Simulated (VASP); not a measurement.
Level of theory: PBEsol GGA, VASP's PBE PAW potentials (set 64) (plane waves; VASP).

Input for VASP

INCAR:
```
ALGO = Normal
EDIFF = 1E-7
ENCUT = 400
GGA = PS
ICHARG = 11
ISMEAR = 0
LASPH = .TRUE.
LCHARG = .FALSE.
LMAXMIX = 4
LORBIT = 11
LREAL = .FALSE.
LWAVE = .FALSE.
NELM = 100
PREC = Accurate
SIGMA = 0.05
SYSTEM = Cd4S3Se
```

### KPOINTS
```
k-points along high-symmetry lines
10
Line-mode
Reciprocal
  0.000000   0.000000   0.000000 ! GAMMA
  0.500000   0.000000   0.000000 ! M

  0.500000   0.000000   0.000000 ! M
  0.333333   0.333333   0.000000 ! K

  0.333333   0.333333   0.000000 ! K
  0.000000   0.000000   0.000000 ! GAMMA

  0.000000   0.000000   0.000000 ! GAMMA
  0.000000   0.000000   0.500000 ! A

  0.000000   0.000000   0.500000 ! A
  0.500000   0.000000   0.500000 ! L

  0.500000   0.000000   0.500000 ! L
  0.333333   0.333333   0.500000 ! H

  0.333333   0.333333   0.500000 ! H
  0.000000   0.000000   0.500000 ! A

  0.500000   0.000000   0.500000 ! L
  0.500000   0.000000   0.000000 ! M

  0.333333   0.333333   0.500000 ! H
  0.333333   0.333333   0.000000 ! K
```

**POSCAR**
```
Cd4S3Se
1.0
  2.0842807383  -3.6100808698   0.0000000000
  2.0842807383   3.6100808698   0.0000000000
  0.0000000000   0.0000000000  13.5646788534
Cd Se S
4 1 3
Direct
  0.6666670000   0.3333330000   0.2418233202
  0.3333330000   0.6666670000   0.9971565799
  0.6666670000   0.3333330000   0.7527969447
  0.3333330000   0.6666670000   0.5085540694
  0.6666670000   0.3333330000   0.4362204211
  0.3333330000   0.6666670000   0.1837314747
  0.6666670000   0.3333330000   0.9391801549
  0.3333330000   0.6666670000   0.6945370351
```

POTCAR, in this order: Cd Se S (PBE.64 set). Program: vasp_std. Read from the step before: CHGCAR.

Output of the run:

### OSZICAR
```
       N       E                     dE             d eps       ncg     rms          rms(c)
DAV:   1     0.443314297317E+03    0.44331E+03   -0.30869E+04  7812   0.125E+03
DAV:   2     0.143069932606E+01   -0.44188E+03   -0.43403E+03  8674   0.342E+02
DAV:   3    -0.247615030800E+02   -0.26192E+02   -0.26033E+02  9002   0.815E+01
DAV:   4    -0.251100850548E+02   -0.34858E+00   -0.34797E+00  8761   0.870E+00
DAV:   5    -0.251165328259E+02   -0.64478E-02   -0.64454E-02  9023   0.111E+00
DAV:   6    -0.251167130135E+02   -0.18019E-03   -0.18017E-03  8862   0.176E-01
DAV:   7    -0.251167203085E+02   -0.72949E-05   -0.72943E-05  9013   0.305E-02
DAV:   8    -0.251167206036E+02   -0.29516E-06   -0.29506E-06  7427   0.562E-03
DAV:   9    -0.251167206192E+02   -0.15539E-07   -0.15535E-07  6237   0.126E-03
   1 F= -.25116721E+02 E0= -.25116721E+02  d E =-.119175E-10
```

### OUTCAR
```
 val. band max:        1.3395570846   @ k =   0.0000   0.0000   0.0000

 cond. band min:       2.0748314504   @ k =   0.0000   0.0000   0.0000



 k-point     1 :       0.0000    0.0000    0.0000
  band No.  band energies     occupation
      1     -11.3355      2.00000
      2     -11.1185      2.00000
      3     -11.1058      2.00000
      4     -10.8946      2.00000
      5      -6.6655      2.00000
      6      -6.6655      2.00000
      7      -6.6406      2.00000
      8      -6.6299      2.00000
      9      -6.6299      2.00000
     10      -6.5947      2.00000
     11      -6.5947      2.00000
     12      -6.4754      2.00000
     13      -6.4754      2.00000
     14      -6.4390      2.00000
     15      -6.3899      2.00000
     16      -6.2437      2.00000
     17      -6.2437      2.00000
     18      -6.1960      2.00000
     19      -6.1960      2.00000
     20      -6.1621      2.00000
     21      -6.1621      2.00000
     22      -6.1069      2.00000
     23      -6.1069      2.00000
     24      -5.8080      2.00000
     25      -3.3463      2.00000
     26      -1.4951      2.00000
     27      -1.4033      2.00000
     28       0.2644      2.00000
     29       0.2644      2.00000
     30       0.5748      2.00000
     31       0.5748      2.00000
     32       0.7892      2.00000
     33       0.7892      2.00000
     34       1.0665      2.00000
     35       1.3395      2.00000
     36       1.3396      2.00000
     37       2.0748      0.00000
     38       3.5752      0.00000
     39       3.6834      0.00000
     40       3.9619      0.00000
     41       6.9683      0.00000
     42       7.2762      0.00000
     43       7.3363      0.00000

 k-point     2 :       0.0556    0.0000    0.0000
  band No.  band energies     occupation
      1     -11.3243      2.00000
      2     -11.1098      2.00000
      3     -11.0975      2.00000
      4     -10.8895      2.00000
      5      -6.6612      2.00000
      6      -6.6603      2.00000
...
```

The density is held fixed in this step, so its total energy and stress have no physical meaning.

The structure was generated: Cd4S3Se was put into an ordered model structure (P3m1), which need not be its known phase. It was relaxed first.
